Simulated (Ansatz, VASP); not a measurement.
**ZrSi2: VASP beside Ansatz**

Aim: how closely do two programs agree when they are given the same cell, functional and k mesh?

Calculated with Ansatz 0.2.0; plane waves, with VASP 6.6.1 beside it; single point at PBEsol.

The database entry behind the starting cell differs from later determinations by our own check (a about 0.3 % long), so it need not match the best structure at ambient conditions.

## 1. Set-up

The structure is orthorhombic, space group Cmcm (No. 63). Conventional cell: a = 3.697 Å, b = 14.561 Å, c = 3.640 Å, α = 90.00°, β = 90.00°, γ = 90.00°. Zr has 10 Si at 2.70 to 2.96 Å nearest. Nearest to Si lie 4 Si at 2.59 Å and 4 Zr at 2.80 Å. Nearest to Si lie 2 Si at 2.40 Å and 6 Zr at 2.70 to 2.96 Å. Farther neighbours are not listed.

## 2. Ansatz: single point, PBEsol

Ansatz runs on its default PAW (the set named soft_2) files.

With cell and atoms fixed, the geometry can't cause a difference; cores, projectors, grids and the points listed under the comparison can.

The input, input.yaml:

```yaml
crystal:
  lattice:
    - [1.8482879601, 7.2805374917, 3.639717971]
    - [1.8482879601, -7.2805374917, 3.639717971]
    - [11.0897277606, 0.0, 0.0]
  atoms:
    - { symbol: Zr, position: [0.5202445897, 0.7297554103, 0.125] }
    - { symbol: Zr, position: [0.5202445897, 0.7297554103, 0.4583333333] }
    - { symbol: Zr, position: [0.0202445897, 0.2297554103, 0.2916666667] }
    - { symbol: Zr, position: [0.5202445897, 0.7297554103, 0.7916666667] }
    - { symbol: Zr, position: [0.0202445897, 0.2297554103, 0.625] }
    - { symbol: Zr, position: [0.0202445897, 0.2297554103, 0.9583333333] }
    - { symbol: Zr, position: [0.9797554103, 0.7702445897, 0.0416666667] }
    - { symbol: Zr, position: [0.9797554103, 0.7702445897, 0.375] }
    - { symbol: Zr, position: [0.4797554103, 0.2702445897, 0.2083333333] }
    - { symbol: Zr, position: [0.9797554103, 0.7702445897, 0.7083333333] }
    - { symbol: Zr, position: [0.4797554103, 0.2702445897, 0.5416666667] }
    - { symbol: Zr, position: [0.4797554103, 0.2702445897, 0.875] }
    - { symbol: Si, position: [0.8754521444, 0.3745478556, 0.125] }
    - { symbol: Si, position: [0.8754521444, 0.3745478556, 0.4583333333] }
    - { symbol: Si, position: [0.3754521444, 0.8745478556, 0.2916666667] }
    - { symbol: Si, position: [0.8754521444, 0.3745478556, 0.7916666667] }
    - { symbol: Si, position: [0.3754521444, 0.8745478556, 0.625] }
    - { symbol: Si, position: [0.3754521444, 0.8745478556, 0.9583333333] }
    - { symbol: Si, position: [0.6245478556, 0.1254521444, 0.0416666667] }
    - { symbol: Si, position: [0.6245478556, 0.1254521444, 0.375] }
    - { symbol: Si, position: [0.1245478556, 0.6254521444, 0.2083333333] }
    - { symbol: Si, position: [0.6245478556, 0.1254521444, 0.7083333333] }
    - { symbol: Si, position: [0.1245478556, 0.6254521444, 0.5416666667] }
    - { symbol: Si, position: [0.1245478556, 0.6254521444, 0.875] }
    - { symbol: Si, position: [0.178795561, 0.071204439, 0.125] }
    - { symbol: Si, position: [0.178795561, 0.071204439, 0.4583333333] }
    - { symbol: Si, position: [0.678795561, 0.571204439, 0.2916666667] }
    - { symbol: Si, position: [0.178795561, 0.071204439, 0.7916666667] }
    - { symbol: Si, position: [0.678795561, 0.571204439, 0.625] }
    - { symbol: Si, position: [0.678795561, 0.571204439, 0.9583333333] }
    - { symbol: Si, position: [0.321204439, 0.428795561, 0.0416666667] }
    - { symbol: Si, position: [0.321204439, 0.428795561, 0.375] }
    - { symbol: Si, position: [0.821204439, 0.928795561, 0.2083333333] }
    - { symbol: Si, position: [0.321204439, 0.428795561, 0.7083333333] }
    - { symbol: Si, position: [0.821204439, 0.928795561, 0.5416666667] }
    - { symbol: Si, position: [0.821204439, 0.928795561, 0.875] }
hamiltonian:
  xc: pbesol
  pseudopotentials: { kind: paw }
kpoints:
  mp_grid: { grid: [4, 4, 3] }
scf:
  occupations: { method: methfessel_paxton, width: 0.2 }
  n_extra_bands: 13
output:
  forces: true
  stress: true
  eigenvalues: true
```

The run is started by

```sh
$ ansatz run input.yaml --threads 8 --pin off --max-ram 18432MiB --backend cpu --events-out ev --progress --plain --runs-dir out
```

Numbers of over 12 decimals in the logs are rounded to 6 here.

Output:

```text
scf.n_extra_bands = 13 over 120 filled bands (N_el = 240.0): the run solves 133 bands
Engine: ansatz 0.2.0, aarch64-unknown-linux-gnu
Pseudopotentials: kind: paw
Pseudopotential: Zr, paw, valence charge 12, recommended cutoff 420 eV (normal), Zr.paw.azcp
Pseudopotential: Si, paw, valence charge 4, recommended cutoff 420 eV (normal), Si.paw.azcp
Functional definition: PBEsol
  exchange = pbesol_x
  correlation = pbesol_c
Crystal: 36 atoms, lattice volume = 587.736 Å³
Basis set: ecut = 420 eV, 11499 PW (Γ), exchange–correlation on 120×120×150 points (8 copies of the dense FFT grid, shifted against one another)
Bands: 133, of which v1, the nominal top of the filled ones, is band 120 counted from 1 (119 counted from 0)
Symmetry: 24 space group operations
Space group: Cmcm (ITA 63), of the structure as read, at distance tolerance 8.4e-5 Å
k-points: 17 of 48
Non-local potential: Zr, projectors of the file, l = 0: 3, l = 1: 2, l = 2: 2, l = 3: 2
Non-local potential: Si, projectors of the file, l = 0: 2, l = 1: 2, l = 2: 2
PAW form: soft (Blöchl's): semilocal exchange-correlation on the pseudo side does not see the compensation charge
PAW frozen core: Zr, regenerated for the run's functional, and the local potential with it (the file was generated under x = pbe(κ = 0.804, μ = 0.219515), c = pbe(β = 0.066725))
PAW frozen core: Si, regenerated for the run's functional, and the local potential with it (the file was generated under x = pbe(κ = 0.804, μ = 0.219515), c = pbe(β = 0.066725))
PAW one-centre angular grid: Zr, 590 points (default); XC on 64 Gauss nodes
PAW one-centre angular grid: Si, 110 points (default); XC on 64 Gauss nodes
Initial density: superposition of atomic densities (neutral atoms: chi_scale 0, normalization atom), corrected by the library's trained network
Initial wavefunctions: pseudopotential atomic-orbital guess
Functional: x = pbesol(κ = 0.804, μ = 0.123457), c = pbesol(β = 0.046)
SCF iter   1: F=—  HF=-64486.833129 eV  |F-HF|=—  |Δ(HF+E_count)|=         —  Δρ=3.92e-3  dr2=1.77e-1  ethr=1.77e-3  ⟨swp⟩=5.9  Hψ=9983  notcnv=0
preconditioner: auto → Kerker (q_TF=auto, 2.350 Å⁻¹)  [metal: Δε(μ)=0.007 eV  Ē_g=5.634 eV  σ=0.200 eV  W_gap=0.03  n_scr=126 (ndim 8)  ℏωp=18.4 eV  f_vac=0.000  D(μ)=9.01/eV (n_scr^D=42)]
SCF iter   2: F=—  HF=-64486.808960 eV  |F-HF|=—  |Δ(HF+E_count)|=   2.42e-2  S|Δr|=    0.00e0  Δρ=2.02e-3  dr2=4.01e-2  ethr=7.36e-5  ⟨swp⟩=2.0  Hψ=3092  notcnv=0
SCF iter   3: F=—  HF=-64486.803821 eV  |F-HF|=—  |Δ(HF+E_count)|=   5.14e-3  S|Δr|=    0.00e0  Δρ=4.16e-4  dr2=1.60e-3  ethr=1.67e-5  ⟨swp⟩=2.0  Hψ=3097  notcnv=0
SCF iter   4: F=—  HF=-64486.803535 eV  |F-HF|=—  |Δ(HF+E_count)|=   2.85e-4  S|Δr|=    0.00e0  Δρ=7.11e-5  dr2=6.12e-5  ethr=6.66e-7  ⟨swp⟩=2.0  Hψ=3569  notcnv=0
SCF iter   5: F=—  HF=-64486.803647 eV  |F-HF|=—  |Δ(HF+E_count)|=   1.11e-4  S|Δr|=    0.00e0  Δρ=1.96e-5  dr2=3.05e-6  ethr=2.55e-8  ⟨swp⟩=2.0  Hψ=4333  notcnv=0
SCF iter   6: F=-64486.803646 eV  HF=-64486.803646 eV  |F-HF|=3.09e-8  |Δ(HF+E_count)|=   5.24e-7  S|Δr|=    0.00e0  Δρ=3.02e-6  dr2=6.62e-8  ethr=4.17e-11  ⟨swp⟩=7.5  Hψ=11315  notcnv=0
SCF 1 converged in 6 iterations: F = -64486.803646 eV  dr2 = 6.62e-8
  greatest PAW one-centre occupation: 0.996 electrons in one spin orbital (limit 2), on the Zr atom at site 11 (counted from 0), in its partial waves of l = 0
SCF converged after 6 iterations
Stability not checked: this state was not tested for a lower state beside it, because cold or Methfessel-Paxton smearing, or corrected tetrahedra, fill the levels in a way that the test cannot read (fill_not_monotonic; see scf.lower_state_search)
Free energy (F): -64486.803646 eV
Harris-Foulkes:  -64486.803646 eV  (|F-HF|=3.09e-8)
Internal energy: -64486.800611 eV  (E = F + TS)
E sigma→0 (E₀):  -64486.802887 eV
Entropy (-TS):   -0.003036 eV (-0.084 meV/atom)
Fermi energy:    12.960236 eV
--- Per-component energies (eV) ---
  E_band       = -672.961112
  E_kinetic    = 5035.908906
  E_local      = -9048.941113  (includes V_loc(G=0)·N_el)
  E_nonlocal   = 1592.638304
  E_hartree    = 3125.754434
  E_xc         = -3283.149069
  E_vxc        = -3467.954130  (∫ρ·V_xc dr)
  E_paw        = -46773.920364  (= ΣΔE_a)
  E_vpaw       = -1036.106366  (= ΣTr[D̂ρ^β])
  E_aug_tail   = 0.000423  (compensation charges beyond the density's cutoff)
  E_ewald      = -15137.838233
  E_core_change = 2.746101  (= ΣΔE_core)
  E_smearing   = -0.003036  (= −TS)
  E_closure    = -0.000000  (closes the sum)
  Σ components = -64486.803646   (vs F -64486.803646, Δ=0.00e0)
--- Forces (eV/Å), atoms counted from 1 ---
  atom   1  Zr    -0.00000000     0.00441606     0.00000000
  atom   2  Zr    -0.00000000     0.00441606     0.00000000
  atom   3  Zr    -0.00000000     0.00441606     0.00000000
  atom   4  Zr    -0.00000000     0.00441606     0.00000000
  atom   5  Zr    -0.00000000     0.00441606     0.00000000
  atom   6  Zr    -0.00000000     0.00441606     0.00000000
  atom   7  Zr     0.00000000    -0.00441606    -0.00000000
  atom   8  Zr     0.00000000    -0.00441606    -0.00000000
  atom   9  Zr     0.00000000    -0.00441606    -0.00000000
  atom  10  Zr     0.00000000    -0.00441606    -0.00000000
  atom  11  Zr     0.00000000    -0.00441606    -0.00000000
  atom  12  Zr     0.00000000    -0.00441606    -0.00000000
  atom  13  Si    -0.00000000     0.00207608     0.00000000
  atom  14  Si    -0.00000000     0.00207608     0.00000000
  atom  15  Si    -0.00000000     0.00207608     0.00000000
  atom  16  Si    -0.00000000     0.00207608     0.00000000
  atom  17  Si    -0.00000000     0.00207608     0.00000000
  atom  18  Si    -0.00000000     0.00207608     0.00000000
  atom  19  Si     0.00000000    -0.00207608    -0.00000000
  atom  20  Si     0.00000000    -0.00207608    -0.00000000
  atom  21  Si     0.00000000    -0.00207608    -0.00000000
  atom  22  Si     0.00000000    -0.00207608    -0.00000000
  atom  23  Si     0.00000000    -0.00207608    -0.00000000
  atom  24  Si     0.00000000    -0.00207608    -0.00000000
[...]
atom  29  Si     0.00000000     0.06706957    -0.00000000
  atom  30  Si     0.00000000     0.06706957    -0.00000000
  atom  31  Si    -0.00000000    -0.06706957     0.00000000
  atom  32  Si    -0.00000000    -0.06706957     0.00000000
  atom  33  Si    -0.00000000    -0.06706957     0.00000000
  atom  34  Si    -0.00000000    -0.06706957     0.00000000
  atom  35  Si    -0.00000000    -0.06706957     0.00000000
  atom  36  Si    -0.00000000    -0.06706957     0.00000000
  max |Σ_I F_I| component: 1.25e-16 eV/Å
--- Stress (GPa, compression-positive) ---
       -1.212724      -0.000000      -0.046862
       -0.000000       0.161347       0.000000
       -0.046862       0.000000       0.969002
  P = ⅓ Tr σ = -0.0275 GPa (-0.275 kbar)
--- Band table (eV; the first three rows and the last of 17) ---
  k-point 0: bands = [... 116 lower, 11.3903, 11.9562, 11.9562, 12.9437, 13.0104, 13.0104, 13.7607, 13.7607, ... 9 higher]
  k-point 1: bands = [... 116 lower, 11.1160, 11.5934, 12.2948, 13.4370, 13.4767, 13.5343, 13.6921, 13.7795, ... 9 higher]
  k-point 2: bands = [... 116 lower, 11.6425, 12.0672, 12.3053, 13.0242, 13.1602, 13.3557, 13.4003, 13.4817, ... 9 higher]
  k-point 16: bands = [... 116 lower, 12.1021, 12.3312, 12.5639, 12.7778, 13.0101, 13.1267, 13.1887, 13.3076, ... 9 higher]
```

Elapsed: 28 s, on 8 threads of Arm Neoverse N1, shared host; peak memory 4.4 GiB.

Reading the cycles: dr2 is the Hartree energy of the density residual (eV), the measure of convergence; HF is the Harris–Foulkes estimate of the energy, which meets the free energy F at convergence.

The run ends at a pressure of -0.03 GPa, with forces up to 0.067 eV/Å.

## 3. VASP: single point, PBEsol

The same cell, functional, mesh and smearing now go to VASP, with its own data sets and cutoff.

Lines of VASP's logs that name or quote its potential files are left out, and so is its time.

The input, INCAR:

```
SYSTEM = ZrSi2
PREC = Normal
ENCUT = 300
EDIFF = 1E-05
NELM = 120
ISMEAR = 1
SIGMA = 0.2
LREAL = Auto
ALGO = Fast
GGA = PS
NBANDS = 152
LASPH = .TRUE.
LORBIT = 11
LWAVE = .FALSE.
LCHARG = .FALSE.
KPAR = 4
NCORE = 2
```

The input, POSCAR:

```
ZrSi2
1.0
    1.8482879601      7.2805374917      3.6397179710
    1.8482879601     -7.2805374917      3.6397179710
   11.0897277606      0.0000000000      0.0000000000
Zr Si
12 24
Direct
    0.5202445897      0.7297554103      0.1250000000
    0.5202445897      0.7297554103      0.4583333333
    0.0202445897      0.2297554103      0.2916666667
    0.5202445897      0.7297554103      0.7916666667
    0.0202445897      0.2297554103      0.6250000000
    0.0202445897      0.2297554103      0.9583333333
    0.9797554103      0.7702445897      0.0416666667
    0.9797554103      0.7702445897      0.3750000000
    0.4797554103      0.2702445897      0.2083333333
    0.9797554103      0.7702445897      0.7083333333
    0.4797554103      0.2702445897      0.5416666667
    0.4797554103      0.2702445897      0.8750000000
    0.8754521444      0.3745478556      0.1250000000
    0.8754521444      0.3745478556      0.4583333333
    0.3754521444      0.8745478556      0.2916666667
    0.8754521444      0.3745478556      0.7916666667
    0.3754521444      0.8745478556      0.6250000000
    0.3754521444      0.8745478556      0.9583333333
    0.6245478556      0.1254521444      0.0416666667
    0.6245478556      0.1254521444      0.3750000000
    0.1245478556      0.6254521444      0.2083333333
    0.6245478556      0.1254521444      0.7083333333
    0.1245478556      0.6254521444      0.5416666667
    0.1245478556      0.6254521444      0.8750000000
    0.1787955610      0.0712044390      0.1250000000
    0.1787955610      0.0712044390      0.4583333333
    0.6787955610      0.5712044390      0.2916666667
    0.1787955610      0.0712044390      0.7916666667
    0.6787955610      0.5712044390      0.6250000000
    0.6787955610      0.5712044390      0.9583333333
    0.3212044390      0.4287955610      0.0416666667
    0.3212044390      0.4287955610      0.3750000000
    0.8212044390      0.9287955610      0.2083333333
    0.3212044390      0.4287955610      0.7083333333
    0.8212044390      0.9287955610      0.5416666667
    0.8212044390      0.9287955610      0.8750000000
```

The input, KPOINTS:

```
Automatic mesh
0
Gamma
4 4 3
0 0 0
```

PAW data sets: Zr_sv and Si (PBE family, release 64).

The run is started by

```sh
$ mpirun -np 8 vasp_std
```

Output:

```text
[banner, memory and clock lines left out]
running    8 mpi-ranks, on    1 nodes
[...]
|                                                                             |
|               ----> ADVICE to this user running VASP <----                  |
|                                                                             |
|     You enforced a specific xc type in the INCAR file but a different       |
|     [... a line on the potential file left out ...]
|     I HOPE YOU KNOW WHAT YOU ARE DOING!                                     |
|                                                                             |

 LDA part: xc-table for (Slater+PW92), standard interpolation
 POSCAR, INCAR and KPOINTS ok, starting setup
[...]
entering main loop
       N       E                     dE             d eps       ncg     rms          rms(c)
DAV:   1     0.131910124670E+04    0.13191E+04   -0.84201E+04  5264   0.984E+02
DAV:   2    -0.138081067483E+03   -0.14572E+04   -0.13974E+04  5976   0.306E+02
DAV:   3    -0.269020343195E+03   -0.13094E+03   -0.12895E+03  7368   0.723E+01
DAV:   4    -0.282802891100E+03   -0.13783E+02   -0.13732E+02  7936   0.197E+01
[...]
RMM:  13    -0.274141460930E+03    0.65250E-03   -0.20959E-02  8283   0.266E-01    0.252E-01
RMM:  14    -0.274142014435E+03   -0.55350E-03   -0.56257E-03  9626   0.128E-01    0.234E-01
RMM:  15    -0.274142203839E+03   -0.18940E-03   -0.18524E-03  9978   0.661E-02    0.193E-01
WARNING in EDDRMM: call to ZHEGV failed, returncode =   8  4    110
RMM:  16    -0.274142282394E+03   -0.78555E-04   -0.89302E-04  9200   0.478E-02    0.226E-01
RMM:  17    -0.274142345523E+03   -0.63130E-04   -0.50624E-04  8958   0.414E-02    0.137E-01
RMM:  18    -0.274142337278E+03    0.82452E-05   -0.23507E-04  8668   0.308E-02    0.764E-02
WARNING in EDDRMM: call to ZHEGV failed, returncode =   6  3     52
RMM:  19    -0.274142330900E+03    0.63786E-05   -0.17367E-04  8421   0.264E-02    0.204E-02
WARNING in EDDRMM: call to ZHEGV failed, returncode =   8  4     24
WARNING in EDDRMM: call to ZHEGV failed, returncode =   6  3     38
RMM:  20    -0.274142334756E+03   -0.38566E-05   -0.78770E-05  6139   0.160E-02
   1 F= -.27414233E+03 E0= -.27414128E+03  d E =-.317641E-02
```

From OUTCAR (step 3):

```text
  Total       -4.8499626      0.0880473      3.1752911      0.0000000      0.0000000     -0.1379114
  in kB      -13.2210795      0.2400183      8.6558968      0.0000000      0.0000000     -0.3759488
  external PRESSURE =      -1.4417215 kB  Pullay stress =       0.0000000 kB

 POSITION                                       TOTAL-FORCE (eV/Angst)
 -----------------------------------------------------------------------------------
      3.69658     -1.52535      4.54965         0.000000      0.008047      0.000000
      7.39315     -1.52535      4.54965        -0.000000      0.008047      0.000000
      3.69658     -1.52535      0.90993         0.000000      0.008047      0.000000
     11.08973     -1.52535      4.54965         0.000000      0.008047      0.000000
      7.39315     -1.52535      0.90993         0.000000      0.008047      0.000000
     11.08973     -1.52535      0.90993         0.000000      0.008047      0.000000
      3.69658      1.52535      6.36951         0.000000     -0.008047      0.000000
      7.39315      1.52535      6.36951         0.000000     -0.008047      0.000000
      3.69658      1.52535      2.72979         0.000000     -0.008047      0.000000
     11.08973      1.52535      6.36951         0.000000     -0.008047      0.000000
      7.39315      1.52535      2.72979        -0.000000     -0.008047      0.000000
     11.08973      1.52535      2.72979        -0.000000     -0.008047      0.000000
      3.69658      3.64685      4.54965         0.000000      0.003092      0.000000
      7.39315      3.64685      4.54965         0.000000      0.003092      0.000000
[...]
-----------------------------------------------------------------------------------
    total drift:                               -0.000012     -0.000002     -0.000000

  FREE ENERGIE OF THE ION-ELECTRON SYSTEM (eV)
  ---------------------------------------------------
  free  energy   TOTEN  =      -274.1423347563 eV

  energy  without entropy=     -274.1391583479  energy(sigma->0) =     -274.14127595

[... 3 further parts left out ...]
[key lines of the parts left out:]
E-fermi :  10.2757
```

The run ends at a pressure of -0.14 GPa, with forces up to 0.065 eV/Å.

## 4. Side by side

Known differences besides the potentials themselves: the cutoff is 420 eV in Ansatz and 300 eV in VASP (PREC = Normal, projectors in real space); Ansatz makes its cores anew for this functional, VASP keeps those of its PBE data sets. Total energies have different zeros and are not compared.

Compared:

| quantity | Ansatz | VASP | difference |
| --- | --- | --- | --- |
| pressure (GPa) | -0.03 | -0.14 | +0.12 |

Forces on 10 of the 36 atoms, those with the largest forces and the largest differences (eV/Å; atoms numbered as in POSCAR):

| atom | Ansatz x, y, z | VASP x, y, z |
| --- | --- | --- |
| Zr9 | 0.000, -0.004, 0.000 | 0.000, -0.008, 0.000 |
| Zr11 | 0.000, -0.004, 0.000 | 0.000, -0.008, 0.000 |
| Zr12 | 0.000, -0.004, 0.000 | 0.000, -0.008, 0.000 |
| Si25 | 0.000, 0.067, 0.000 | 0.000, 0.065, 0.000 |
| Si26 | 0.000, 0.067, 0.000 | 0.000, 0.065, 0.000 |
| Si27 | 0.000, 0.067, 0.000 | 0.000, 0.065, 0.000 |
| Si28 | 0.000, 0.067, 0.000 | 0.000, 0.065, 0.000 |
| Si29 | 0.000, 0.067, 0.000 | 0.000, 0.065, 0.000 |
| Si30 | 0.000, 0.067, 0.000 | 0.000, 0.065, 0.000 |
| Si33 | 0.000, -0.067, 0.000 | 0.000, -0.065, 0.000 |

The forces differ by 1.4 meV/Å r.m.s., which is 6.4 % of the r.m.s. force of 0.02 eV/Å (both taken over all components). VASP's last cycles still show a density residual of 2e-03, so its state may not be settled. Ansatz's pressure holds a Pulay correction of 0.03 GPa; VASP's holds none.

## 5. What came out

```
difference in pressure (single point, PBEsol) : 0.12 GPa
```

**Reading.** The difference in pressure is 0.12 GPa (single point, PBEsol), within the 1 GPa picked in this series as the mark of a large difference. Such differences can come from data sets, numerical settings and the points named under the comparisons, not from the functional's error against experiment.

[Lines on the potential files, build, host, timing and source positions are cut from VASP's logs without a mark.]

[Logs are printed without paths, hosts, clocks, repeated set-up lines and the standing remarks that a program may print on its own settings, such as how far it seeks lower states.]

[Hosts, paths, dates, database ids (printed as entryN), source tags and the programs' standing remarks are cut or masked in the printed files.]
